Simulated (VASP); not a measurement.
Output of a VASP run:

OSZICAR:
```
...
DAV:   4    -0.177924439832E+02    0.33375E-03   -0.46917E-04  3784   0.305E-01    0.143E-02
DAV:   5    -0.177925055903E+02   -0.61607E-04   -0.96149E-05  3248   0.117E-01    0.528E-03
DAV:   6    -0.177925073642E+02   -0.17738E-05   -0.37321E-06  3128   0.163E-02    0.271E-03
DAV:   7    -0.177924985375E+02    0.88267E-05   -0.75957E-07  2072   0.115E-02    0.838E-04
DAV:   8    -0.177925058569E+02   -0.73194E-05   -0.41697E-07  1656   0.863E-03    0.641E-04
DAV:   9    -0.177925036126E+02    0.22443E-05   -0.51373E-08  1648   0.385E-03    0.197E-04
DAV:  10    -0.177925037051E+02   -0.92527E-07   -0.19490E-09  1624   0.451E-04
   2 F= -.17792504E+02 E0= -.17792441E+02  d E =-.280583E-03
       N       E                     dE             d eps       ncg     rms          rms(c)
DAV:   1    -0.177925168005E+02   -0.13188E-04   -0.13929E-04  3192   0.234E-01    0.247E-02
DAV:   2    -0.177924942223E+02    0.22578E-04   -0.36331E-05  3472   0.142E-01    0.876E-03
DAV:   3    -0.177924977622E+02   -0.35399E-05   -0.55476E-07  1704   0.132E-02    0.480E-03
DAV:   4    -0.177924974085E+02    0.35370E-06   -0.88991E-07  2240   0.139E-02
   3 F= -.17792497E+02 E0= -.17792435E+02  d E =-.274287E-03
       N       E                     dE             d eps       ncg     rms          rms(c)
DAV:   1    -0.177925011509E+02   -0.33887E-05   -0.27081E-05  3232   0.102E-01    0.115E-02
DAV:   2    -0.177925048489E+02   -0.36980E-05   -0.80678E-06  3240   0.665E-02    0.409E-03
DAV:   3    -0.177925021992E+02    0.26497E-05   -0.13690E-07  1616   0.661E-03    0.225E-03
DAV:   4    -0.177925022618E+02   -0.62596E-07   -0.21975E-07  1624   0.688E-03
   4 F= -.17792502E+02 E0= -.17792439E+02  d E =-.279140E-03
       N       E                     dE             d eps       ncg     rms          rms(c)
DAV:   1    -0.177939033553E+02   -0.14012E-02   -0.16030E-02  3168   0.252E+00    0.265E-01
DAV:   2    -0.177925432852E+02    0.13601E-02   -0.41333E-03  3392   0.151E+00    0.947E-02
DAV:   3    -0.177924691897E+02    0.74095E-04   -0.64924E-05  3256   0.137E-01    0.518E-02
DAV:   4    -0.177924010482E+02    0.68142E-04   -0.10557E-04  3592   0.137E-01    0.710E-03
DAV:   5    -0.177924382611E+02   -0.37213E-04   -0.16919E-05  3216   0.481E-02    0.288E-03
DAV:   6    -0.177924429856E+02   -0.47246E-05   -0.17929E-06  2696   0.111E-02    0.114E-03
DAV:   7    -0.177924495944E+02   -0.66088E-05   -0.37125E-07  1624   0.750E-03    0.564E-04
DAV:   8    -0.177924451957E+02    0.43987E-05   -0.16179E-07  1576   0.571E-03    0.438E-04
DAV:   9    -0.177924467549E+02   -0.15592E-05   -0.18602E-08  1544   0.227E-03    0.105E-04
DAV:  10    -0.177924466601E+02    0.94778E-07   -0.12248E-09  1560   0.297E-04
   5 F= -.17792447E+02 E0= -.17792382E+02  d E =0.556017E-04
       N       E                     dE             d eps       ncg     rms          rms(c)
DAV:   1    -0.177926296436E+02   -0.18289E-03   -0.20166E-03  3160   0.891E-01    0.942E-02
DAV:   2    -0.177925291538E+02    0.10049E-03   -0.52462E-04  3392   0.539E-01    0.335E-02
DAV:   3    -0.177924926612E+02    0.36493E-04   -0.85362E-06  3240   0.505E-02    0.184E-02
DAV:   4    -0.177924832229E+02    0.94383E-05   -0.12949E-05  3576   0.485E-02    0.247E-03
DAV:   5    -0.177924797886E+02    0.34343E-05   -0.20674E-06  2520   0.171E-02    0.964E-04
DAV:   6    -0.177924791382E+02    0.65046E-06   -0.25102E-07  1560   0.428E-03
   6 F= -.17792479E+02 E0= -.17792415E+02  d E =0.231237E-04
```

OUTCAR:
```
------------------------ aborting loop because EDIFF is reached ----------------------------------------
  FORCE on cell =-STRESS in cart. coord.  units (eV):
  Direction    XX          YY          ZZ          XY          YZ          ZX
  --------------------------------------------------------------------------------------
  Total        0.0025899      0.0025899     -0.0094094      0.0000000     -0.0000000      0.0000000
  in kB        0.1467079      0.1467080     -0.5330037      0.0000000     -0.0000000      0.0000000
  external PRESSURE =      -0.0798626 kB  Pullay stress =       0.0000000 kB
  volume of cell :       28.28
      direct lattice vectors                 reciprocal lattice vectors
     1.323944438 -2.293139453 -0.000000000     0.377659353 -0.218041689 -0.000000000
     1.323944438  2.293139453  0.000000000     0.377659353  0.218041689 -0.000000000
     0.000000000 -0.000000000  4.658148962     0.000000000 -0.000000000  0.214677549
 POSITION                                       TOTAL-FORCE (eV/Angst)
 -----------------------------------------------------------------------------------
      1.32394      0.76438      1.16454        -0.000000     -0.000000      0.000000
      1.32394     -0.76438      3.49361         0.000000      0.000000      0.000000
 -----------------------------------------------------------------------------------
    total drift:                                0.000000      0.000063      0.000004
  FREE ENERGIE OF THE ION-ELECTRON SYSTEM (eV)
  ---------------------------------------------------
  free  energy   TOTEN  =       -17.7924791382 eV

  energy  without entropy=      -17.7922872370  energy(sigma->0) =      -17.79241517

 reached required accuracy - stopping structural energy minimisation
```
(Selected blocks of OUTCAR.)

File POSCAR:
```
Zn
1
    1.3241218395    -2.2934467210     0.0000000000
    1.3241218395     2.2934467210    -0.0000000000
    0.0000000000    -0.0000000000     4.6707427941
Zn
2
Direct
  0.3333330000   0.6666670000   0.2500000000
  0.6666670000   0.3333330000   0.7500000000
```

**Question.** Write an INCAR and KPOINTS that could have produced this output.

**Answer.** Several could match; the one computed here: the input of the run itself, r2SCAN meta-GGA, plane waves, VASP's PBE PAW potentials (set 64).

### INCAR
```
ALGO = Normal
EDIFF = 1E-6
EDIFFG = -0.01
ENCUT = 400
IBRION = 2
ISIF = 3
ISMEAR = 1
LASPH = .True.
LCHARG = .False.
LMAXMIX = 4
LMIXTAU = .True.
LREAL = .False.
LWAVE = .False.
METAGGA = R2SCAN
NELM = 100
NSW = 60
PREC = Accurate
SIGMA = 0.1
SYSTEM = Zn
```

KPOINTS:
```
Automatic mesh
0
Gamma
14 14 7
0 0 0
```

POTCAR, in this order: Zn (PBE.64 set). Program: vasp_std.

The compound is Zn in the hcp structure. This run relaxes it. Symmetry was kept, so distortions that lower it aren't found. The start is the result of an earlier pass.
